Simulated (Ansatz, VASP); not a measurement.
# Cross-check of Ir2Rh (Ir-Rh-Ir stack, (111) layers) between VASP and Ansatz

Aim: how closely do two programs agree when they are given the same cell, functional and k mesh? The cell is taken from a series of runs on this material, whose earlier steps may have relaxed, scaled, displaced or heated it; both programs get it as it stands.

Program: Ansatz 0.2.0. Level of theory: plane waves, with VASP 6.6.1 beside it; PBEsol. Results are calculated unless marked as measured.

### 1. Starting point

The cell holds 3 atoms: 2 Ir and 1 Rh. Its edges and angles: a = 2.645 Å, b = 2.645 Å, c = 32.576 Å, α = 90.0°, β = 90.0°, γ = 120.0°. It derives from Ir2Rh. Vacuum lies along c.

Structure file:

```xyz
3
Lattice="2.6449 0.0000 0.0000 -1.3224 2.2905 0.0000 0.0000 0.0000 32.5757" Properties=species:S:1:pos:R:3
Ir    2.6449    0.0000    5.5249
Ir    1.3224    0.7635    9.8630
Rh    0.0000    1.5270    7.6939
```

### 2. VASP: zone-centre phonons, PBEsol

Second derivatives magnify differences that forces hide, and they need a tight electronic threshold.

Lines of VASP's logs that name or quote its potential files are left out, and so is its time.

INCAR reads:

```
SYSTEM = Ir2Rh
PREC = Accurate
ENCUT = 500
EDIFF = 1E-08
NELM = 120
ISMEAR = 1
SIGMA = 0.2
LREAL = .FALSE.
ALGO = Normal
GGA = PS
NBANDS = 22
LASPH = .TRUE.
LORBIT = 11
LWAVE = .FALSE.
LCHARG = .FALSE.
ISIF = 2
IBRION = 8
GGA_COMPAT = .FALSE.
NELMDL = -8
KPAR = 2
```

POSCAR reads:

```
Ir2Rh
1.0
    2.6448755799     -0.0000028415      0.0000000000
   -1.3224353291      2.2905308628      0.0000000000
    0.0000000000      0.0000000000     32.5757230251
Ir Rh
2 1
Direct
    1.0000000000      0.0000000000      0.1696018655
    0.6666666666      0.3333333334      0.3027701518
    0.3333333333      0.6666666667      0.2361860086
```

KPOINTS reads:

```
Automatic mesh
0
Gamma
8 8 1
0 0 0
```

The projector-augmented-wave data sets are Ir and Rh_pv (PBE family, release 64).

On the command line:

```bash
$ mpirun -np 2 vasp_std
```

Numbers of over 12 decimals in the logs are rounded to 6 here.

The program printed:

```text
[banner, memory and clock lines left out]
running    2 mpi-ranks, on    1 nodes
 distrk:  each k-point on    1 cores,    2 groups
 distr:  one band on    1 cores,    1 groups

 POSCAR found type information on POSCAR IrRh
 POSCAR found :  2 types and       3 ions
|                                                                             |
|               ----> ADVICE to this user running VASP <----                  |
|                                                                             |
|     You enforced a specific xc type in the INCAR file but a different       |
|     [... a line on the potential file left out ...]
|     I HOPE YOU KNOW WHAT YOU ARE DOING!                                     |
|                                                                             |

 LDA part: xc-table for (Slater+PW92), standard interpolation
 POSCAR, INCAR and KPOINTS ok, starting setup
 FFT: planning ... GRIDC
 FFT: planning ... GRID_SOFT
 FFT: planning ... GRID
 WAVECAR not read
 entering main loop
       N       E                     dE             d eps       ncg     rms          rms(c)
DAV:   1     0.257673310549E+03    0.25767E+03   -0.15681E+04   560   0.118E+03
DAV:   2    -0.775307564596E+01   -0.26543E+03   -0.24897E+03   464   0.353E+02
DAV:   3    -0.271408727378E+02   -0.19388E+02   -0.16901E+02   520   0.830E+01
DAV:   4    -0.277991944600E+02   -0.65832E+00   -0.64079E+00   528   0.182E+01
DAV:   5    -0.278174622847E+02   -0.18268E-01   -0.18250E-01   604   0.261E+00
DAV:   6    -0.278180239548E+02   -0.56167E-03   -0.56162E-03   602   0.400E-01
DAV:   7    -0.278180464126E+02   -0.22458E-04   -0.22457E-04   600   0.645E-02
DAV:   8    -0.278180477747E+02   -0.13621E-05   -0.13618E-05   624   0.144E-02    0.238E+01
DAV:   9    -0.266546800587E+02    0.11634E+01   -0.53565E+00   594   0.270E+01    0.113E+01
DAV:  10    -0.329319280847E+02   -0.62772E+01   -0.41139E+01   602   0.632E+01    0.250E+01
DAV:  11    -0.279791291584E+02    0.49528E+01   -0.34464E+00   598   0.246E+01    0.116E+01
DAV:  12    -0.258568721966E+02    0.21223E+01   -0.40334E+00   608   0.257E+01    0.168E+00
DAV:  13    -0.258711579051E+02   -0.14286E-01   -0.32737E-01   492   0.519E+00    0.768E-01
DAV:  14    -0.258660495608E+02    0.51083E-02   -0.13174E-02   582   0.977E-01    0.517E-01
[...]
DAV:  25    -0.258654727386E+02   -0.41468E-05   -0.11054E-07   484   0.179E-03    0.435E-04
DAV:  26    -0.258654741276E+02   -0.13890E-05   -0.18545E-08   368   0.654E-04    0.209E-04
DAV:  27    -0.258654747026E+02   -0.57496E-06   -0.44404E-09   348   0.375E-04    0.157E-04
DAV:  28    -0.258654748453E+02   -0.14272E-06   -0.72231E-10   334   0.231E-04    0.318E-05
DAV:  29    -0.258654749986E+02   -0.15330E-06   -0.14303E-09   316   0.134E-04    0.332E-05
DAV:  30    -0.258654750091E+02   -0.10523E-07    0.12101E-10   328   0.638E-05    0.125E-05
DAV:  31    -0.258654750259E+02   -0.16806E-07    0.16803E-10   292   0.428E-05    0.881E-06
DAV:  32    -0.258654750323E+02   -0.64388E-08    0.21964E-10   328   0.311E-05
   1 F= -.25865475E+02 E0= -.25860424E+02  d E =-.151523E-01
 Linear response reoptimize wavefunctions to high precision
DAV:   1    -0.258654750343E+02   -0.19918E-08    0.25568E-10   322   0.174E-05
DAV:   2    -0.258654750343E+02   -0.36380E-11    0.25934E-10   274   0.912E-06
 Linear response DOF=           4
 Linear response progress:
  Degree of freedom:   1/  4
       N       E                     dE             d eps       ncg     rms          rms(c)
RMM:   1    -0.168534778698E+00   -0.16853E+00   -0.15053E-01  2741   0.255E+00
RMM:   2    -0.166431561941E+00    0.21032E-02   -0.11902E-02  2184   0.642E-01    0.135E-01
RMM:   3    -0.165661739670E+00    0.76982E-03   -0.47459E-04  2223   0.138E-01    0.777E-02
RMM:   4    -0.165879242034E+00   -0.21750E-03   -0.83693E-04  2487   0.157E-01    0.278E-01
RMM:   5    -0.165032715068E+00    0.84653E-03   -0.18896E-04  2216   0.865E-02    0.148E-02
RMM:   6    -0.165014935756E+00    0.17779E-04   -0.11198E-05  2345   0.188E-02    0.975E-03
RMM:   7    -0.164934048253E+00    0.80888E-04   -0.32902E-06  2182   0.122E-02    0.940E-03
RMM:   8    -0.164924806343E+00    0.92419E-05   -0.13696E-06  2277   0.698E-03    0.578E-03
RMM:   9    -0.164919169133E+00    0.56372E-05    0.34841E-08  2247   0.310E-03    0.113E-03
RMM:  10    -0.164918639843E+00    0.52929E-06    0.53240E-09  2422   0.990E-04    0.204E-04
RMM:  11    -0.164918264296E+00    0.37555E-06   -0.19970E-08  2435   0.247E-04    0.114E-04
RMM:  12    -0.164918026094E+00    0.23820E-06   -0.79146E-09  2385   0.107E-04    0.339E-05
RMM:  13    -0.164918011181E+00    0.14913E-07   -0.41070E-09  2561   0.452E-05    0.128E-05
RMM:  14    -0.164917987364E+00    0.23818E-07   -0.36737E-10  2621   0.257E-05    0.374E-06
RMM:  15    -0.164917984331E+00    0.30329E-08    0.15944E-09  2692   0.182E-05    0.143E-06
 first order change of Fermi-energy   0.20480E-03
 force on displaced ion       1 direction 1 :  -2.711   0.003  -0.006
 Linear response progress:
  Degree of freedom:   2/  4
       N       E                     dE             d eps       ncg     rms          rms(c)
RMM:   1    -0.267857164803E+00   -0.26786E+00   -0.14949E-01   855   0.269E+00
RMM:   2    -0.264998122328E+00    0.28590E-02   -0.85621E-03   653   0.676E-01    0.303E-01
RMM:   3    -0.282474024647E+00   -0.17476E-01   -0.38294E-03   590   0.454E-01    0.134E+00
RMM:   4    -0.264741758625E+00    0.17732E-01   -0.14140E-03   541   0.331E-01    0.205E-01
RMM:   5    -0.266054548314E+00   -0.13128E-02   -0.18480E-03   627   0.304E-01    0.425E-01
RMM:   6    -0.265071310759E+00    0.98324E-03   -0.10603E-03   634   0.231E-01    0.807E-02
RMM:   7    -0.265022921525E+00    0.48389E-04   -0.55807E-05   669   0.534E-02    0.337E-02
RMM:   8    -0.264930507782E+00    0.92414E-04   -0.87852E-06   651   0.179E-02    0.995E-03
RMM:   9    -0.264887392445E+00    0.43115E-04   -0.14568E-06   668   0.883E-03    0.165E-03
RMM:  10    -0.264882219106E+00    0.51733E-05   -0.11634E-07   712   0.246E-03    0.112E-03
RMM:  11    -0.264880858225E+00    0.13609E-05   -0.13521E-08   649   0.930E-04    0.241E-04
RMM:  12    -0.264880331472E+00    0.52675E-06   -0.54367E-09   713   0.344E-04    0.119E-04
RMM:  13    -0.264881258036E+00   -0.92656E-06   -0.63655E-09   696   0.242E-04    0.131E-04
RMM:  14    -0.264882309193E+00   -0.10512E-05   -0.20166E-08   749   0.272E-04    0.590E-05
RMM:  15    -0.264882512021E+00   -0.20283E-06   -0.53313E-09   713   0.153E-04    0.449E-05
RMM:  16    -0.264882683871E+00   -0.17185E-06   -0.58551E-09   746   0.122E-04    0.160E-05
RMM:  17    -0.264882551497E+00    0.13237E-06   -0.69648E-10   748   0.752E-05    0.854E-06
RMM:  18    -0.264882568587E+00   -0.17090E-07   -0.17627E-09   761   0.696E-05    0.489E-06
RMM:  19    -0.264882563388E+00    0.51987E-08    0.27627E-10   754   0.415E-05    0.224E-06
 first order change of Fermi-energy   0.45028E+00
 force on displaced ion       1 direction 3 :  -0.000   0.000  -9.739
 Linear response progress:
  Degree of freedom:   3/  4
       N       E                     dE             d eps       ncg     rms          rms(c)
RMM:   1    -0.341887095244E+00   -0.34189E+00    0.25799E+01  1004   0.734E+01
RMM:   2    -0.469148894412E+00   -0.12726E+00   -0.14230E-01  1379   0.310E+00    0.157E-01
RMM:   3    -0.468549007966E+00    0.59989E-03   -0.54691E-03  1503   0.535E-01    0.843E-02
RMM:   4    -0.467653455492E+00    0.89555E-03   -0.78795E-04  1613   0.219E-01    0.296E-02
RMM:   5    -0.467557987722E+00    0.95468E-04   -0.15658E-04  1565   0.877E-02    0.564E-02
RMM:   6    -0.467506786336E+00    0.51201E-04   -0.36874E-05  1433   0.466E-02    0.132E-02
RMM:   7    -0.467503779773E+00    0.30066E-05   -0.28338E-05  1557   0.233E-02    0.292E-03
RMM:   8    -0.467489284957E+00    0.14495E-04   -0.27039E-05  1632   0.846E-03    0.129E-03
RMM:   9    -0.467494016387E+00   -0.47314E-05   -0.19986E-05  1812   0.312E-03    0.469E-04
RMM:  10    -0.467499875884E+00   -0.58595E-05   -0.14562E-05  1719   0.151E-03    0.121E-04
RMM:  11    -0.467499662149E+00    0.21373E-06   -0.91317E-06  1697   0.822E-04    0.329E-05
RMM:  13    -0.467500200549E+00   -0.19128E-06   -0.52238E-06  1768   0.304E-04    0.128E-05
RMM:  14    -0.467500315355E+00   -0.11481E-06   -0.23986E-06  1708   0.212E-04    0.636E-06
RMM:  15    -0.467500426763E+00   -0.11141E-06   -0.23418E-06  1679   0.158E-04    0.247E-06
RMM:  16    -0.467500446549E+00   -0.19787E-07   -0.98270E-07  1777   0.116E-04    0.182E-06
RMM:  17    -0.467500483664E+00   -0.37114E-07   -0.11075E-06  1646   0.918E-05    0.127E-06
RMM:  18    -0.467500492523E+00   -0.88589E-08   -0.50678E-07  1396   0.712E-05    0.171E-06
RMM:  19    -0.467500447276E+00    0.45247E-07   -0.49367E-07  1574   0.605E-05    0.518E-06
RMM:  20    -0.467500477128E+00   -0.29852E-07   -0.36105E-07  1495   0.505E-05    0.393E-06
RMM:  21    -0.467500491275E+00   -0.14147E-07   -0.25577E-07  1435   0.419E-05    0.339E-06
RMM:  22    -0.467500509356E+00   -0.18081E-07   -0.15078E-07  1486   0.373E-05    0.262E-06
RMM:  23    -0.467500506680E+00    0.26761E-08   -0.12400E-07   832   0.330E-05    0.297E-06
RMM:  24    -0.467500506747E+00   -0.66700E-10   -0.81605E-08   759   0.307E-05    0.314E-06
 first order change of Fermi-energy   0.15843E-02
 force on displaced ion       3 direction 1 :  -5.874   0.000   0.000
 Linear response progress:
  Degree of freedom:   4/  4
       N       E                     dE             d eps       ncg     rms          rms(c)
RMM:   1    -0.575714332740E+00   -0.57571E+00    0.24919E+01   496   0.729E+01
RMM:   2    -0.713202539167E+00   -0.13749E+00   -0.15727E-01   651   0.323E+00    0.225E-01
RMM:   3    -0.729378526478E+00   -0.16176E-01   -0.14450E-02   732   0.720E-01    0.129E+00
RMM:   4    -0.716669803800E+00    0.12709E-01   -0.14639E-03   624   0.257E-01    0.637E-01
RMM:   5    -0.712995465221E+00    0.36743E-02   -0.81136E-04   691   0.158E-01    0.341E-02
RMM:   6    -0.712899195444E+00    0.96270E-04   -0.70397E-05   733   0.508E-02    0.393E-02
RMM:   7    -0.712876139313E+00    0.23056E-04   -0.14083E-05   684   0.313E-02    0.863E-03
RMM:   8    -0.712813106245E+00    0.63033E-04   -0.10015E-05   775   0.140E-02    0.215E-03
RMM:   9    -0.712808819138E+00    0.42871E-05   -0.15935E-05   776   0.536E-03    0.638E-04
RMM:  10    -0.712806967066E+00    0.18521E-05    0.44042E-06   817   0.252E-03    0.460E-04
RMM:  11    -0.712808603755E+00   -0.16367E-05   -0.82670E-06   801   0.143E-03    0.194E-04
RMM:  12    -0.712806785051E+00    0.18187E-05    0.25490E-05   769   0.107E-03    0.138E-04
RMM:  13    -0.712808551332E+00   -0.17663E-05   -0.33663E-06   711   0.754E-04    0.839E-05
RMM:  14    -0.712808232273E+00    0.31906E-06    0.26525E-06   740   0.676E-04    0.119E-04
[...]
RMM:  20    -0.712808526855E+00    0.41437E-07    0.50904E-07   815   0.988E-05    0.212E-06
RMM:  21    -0.712808597357E+00   -0.70502E-07   -0.63922E-07   773   0.758E-05    0.148E-06
RMM:  22    -0.712808532608E+00    0.64749E-07    0.33807E-07   744   0.613E-05    0.144E-06
RMM:  23    -0.712808564666E+00   -0.32057E-07   -0.23270E-07   533   0.512E-05    0.185E-06
RMM:  24    -0.712808538659E+00    0.26007E-07    0.18085E-07   685   0.463E-05    0.310E-06
RMM:  25    -0.712808571905E+00   -0.33246E-07   -0.83201E-08   916   0.446E-05    0.144E-06
RMM:  26    -0.712808585960E+00   -0.14055E-07    0.94158E-08   954   0.411E-05    0.207E-06
RMM:  27    -0.712808585653E+00    0.30647E-09   -0.24452E-08   634   0.353E-05    0.104E-06
 first order change of Fermi-energy   0.67067E-02
 force on displaced ion       3 direction 3 :   0.000  -0.000 -18.514
 Linear response finished
```

Parts of OUTCAR (step 2):

```text
ion  position               nearest neighbor table
   1  0.000  0.000  0.170-   3 2.65   3 2.65   3 2.65
   2  0.667  0.333  0.303-   3 2.65   3 2.65   3 2.65
   3  0.333  0.667  0.236-   1 2.65   1 2.65   1 2.65   2 2.65   2 2.65   2 2.65

  LATTYP: Found a hexagonal cell.
 ALAT       =     2.6448755799
 C/A-ratio  =    12.3165427034

 Subroutine GETGRP returns: Found 12 space group operations
 (whereof  6 operations were pure point group operations)

The static configuration has the point symmetry C_3v.
 The point group associated with its full space group is D_3d.

 Found     10 irreducible k-points:

   k-points           NKPTS =     10   k-points in BZ     NKDIM =     10   number of bands    NBANDS=     22

   dimension x,y,z NGX =    20 NGY =   20 NGZ =  240
   dimension x,y,z NGXF=    40 NGYF=   40 NGZF=  480

   ENCUT  =  500.0 eV  36.75 Ry    6.06 a.u.   4.82  4.82 59.39*2*pi/ulx,y,z

   NELECT =      33.0000    total number of electrons

 k-points in reciprocal lattice and weights: Automatic mesh
   0.00000000  0.00000000  0.00000000       0.016
   0.12500000 -0.00000000  0.00000000       0.094
   0.25000000 -0.00000000  0.00000000       0.094
   0.37500000 -0.00000000  0.00000000       0.094
   0.50000000 -0.00000000  0.00000000       0.047
   0.12500000  0.12500000  0.00000000       0.094
   0.25000000  0.12500000  0.00000000       0.188
   0.37500000  0.12500000  0.00000000       0.188
   0.25000000  0.25000000  0.00000000       0.094
   0.37500000  0.25000000  0.00000000       0.094

 average (electrostatic) potential at core
       1 -60.4586       2 -60.4586       3 -84.8557

  Total        0.3852941      0.3852941     -0.4034371      0.0000000     -0.0000000     -0.0000000
  in kB        3.1280071      3.1280071     -3.2753012      0.0000000     -0.0000000     -0.0000000
  external PRESSURE =       0.9935710 kB  Pullay stress =       0.0000000 kB

  energy-cutoff  :      500.00
  volume of cell :      197.35
      direct lattice vectors                 reciprocal lattice vectors
     2.644875580 -0.000002841  0.000000000     0.378089853  0.218289737  0.000000000
    -1.322435329  2.290530863  0.000000000     0.000000469  0.436580286  0.000000000
     0.000000000  0.000000000 32.575723025     0.000000000  0.000000000  0.030697707

 POSITION                                       TOTAL-FORCE (eV/Angst)
 -----------------------------------------------------------------------------------
      0.00000      0.00000      5.52490         0.000000     -0.000000      0.087521
      1.32244      0.76351      9.86296        -0.000000      0.000000     -0.087521
      0.00000      1.52702      7.69393        -0.000000      0.000000      0.000000
 -----------------------------------------------------------------------------------
    total drift:                                0.000000     -0.000000     -0.000031

 Eigenvectors and eigenvalues of the dynamical matrix
 ----------------------------------------------------

   1 f  =    7.466521 THz    46.913532 2PiTHz  249.056319 cm-1    30.879034 meV
             X         Y         Z           dx          dy          dz
      0.000000  0.000000  5.524903     0.000000   -0.000000   -0.325011
      1.322439  0.763508  9.862957     0.000000   -0.000000   -0.325011
      0.000002  1.527020  7.693930    -0.000000    0.000000    0.888108

   2 f  =    4.206174 THz    26.428171 2PiTHz  140.302864 cm-1    17.395330 meV
             X         Y         Z           dx          dy          dz
      0.000000  0.000000  5.524903    -0.206992   -0.250824    0.000000
      1.322439  0.763508  9.862957    -0.206992   -0.250824   -0.000000
      0.000002  1.527020  7.693930     0.565187    0.684870   -0.000000

   3 f  =    4.206174 THz    26.428171 2PiTHz  140.302864 cm-1    17.395330 meV
             X         Y         Z           dx          dy          dz
      0.000000  0.000000  5.524903    -0.250824    0.206992    0.000000
      1.322439  0.763508  9.862957    -0.250824    0.206992    0.000000
      0.000002  1.527020  7.693930     0.684870   -0.565187    0.000000

   4 f  =    3.603975 THz    22.644441 2PiTHz  120.215657 cm-1    14.904835 meV
             X         Y         Z           dx          dy          dz
      0.000000  0.000000  5.524903     0.000000   -0.000000    0.707107
      1.322439  0.763508  9.862957     0.000000    0.000000   -0.707107
      0.000002  1.527020  7.693930    -0.000000   -0.000000    0.000000

   5 f  =    1.775612 THz    11.156496 2PiTHz   59.228024 cm-1     7.343336 meV
             X         Y         Z           dx          dy          dz
      0.000000  0.000000  5.524903     0.450066    0.545381    0.000000
      1.322439  0.763508  9.862957    -0.450066   -0.545381   -0.000000
      0.000002  1.527020  7.693930     0.000000    0.000000    0.000000

   6 f  =    1.775612 THz    11.156496 2PiTHz   59.228024 cm-1     7.343336 meV
             X         Y         Z           dx          dy          dz
      0.000000  0.000000  5.524903     0.545381   -0.450066   -0.000000
      1.322439  0.763508  9.862957    -0.545381    0.450066    0.000000
      0.000002  1.527020  7.693930     0.000000    0.000000   -0.000000

   7 f/i=    0.000987 THz     0.006204 2PiTHz    0.032934 cm-1     0.004083 meV
             X         Y         Z           dx          dy          dz
      0.000000  0.000000  5.524903     0.000000    0.000000   -0.627987
      1.322439  0.763508  9.862957     0.000000    0.000000   -0.627987
      0.000002  1.527020  7.693930     0.000000    0.000000   -0.459635

   8 f/i=    0.001855 THz     0.011656 2PiTHz    0.061878 cm-1     0.007672 meV
             X         Y         Z           dx          dy          dz
      0.000000  0.000000  5.524903    -0.046613    0.626154    0.000000
      1.322439  0.763508  9.862957    -0.046613    0.626154    0.000000
      0.000002  1.527020  7.693930    -0.034142    0.458640    0.000000

   9 f/i=    0.001855 THz     0.011656 2PiTHz    0.061878 cm-1     0.007672 meV
             X         Y         Z           dx          dy          dz
      0.000000  0.000000  5.524903    -0.626154   -0.046613   -0.000000
      1.322439  0.763508  9.862957    -0.626154   -0.046613   -0.000000
      0.000002  1.527020  7.693930    -0.458640   -0.034142   -0.000000

 ELASTIC MODULI CONTR FROM IONIC RELAXATION (kBar)
 Direction    XX          YY          ZZ          XY          YZ          ZX
 --------------------------------------------------------------------------------
 XX        -190.7466   -137.9514   -359.1965     -0.0000     66.0175      0.0002
 YY        -137.9514   -190.7466   -359.1965     -0.0000    -66.0175     -0.0002
 ZZ        -359.1965   -359.1965   -785.0497     -0.0000      0.0000     -0.0000
 XY          -0.0000     -0.0000     -0.0000    -26.3976     -0.0002     48.0272
 YZ          66.0175    -66.0175      0.0000     -0.0002   -165.1028     -0.0000
 ZX           0.0002     -0.0002     -0.0000     48.0272     -0.0000    -87.3798
 --------------------------------------------------------------------------------
```

[end of part 1 of 2]

[Lines on the potential files, build, host, timing and source positions are cut from VASP's logs without a mark.]

[Logs are printed without paths, hosts, clocks, repeated set-up lines and the standing remarks that a program may print on its own settings, such as how far it seeks lower states.]

[Hosts, paths, dates, database ids (printed as entryN), source tags and the programs' standing remarks are cut or masked in the printed files.]
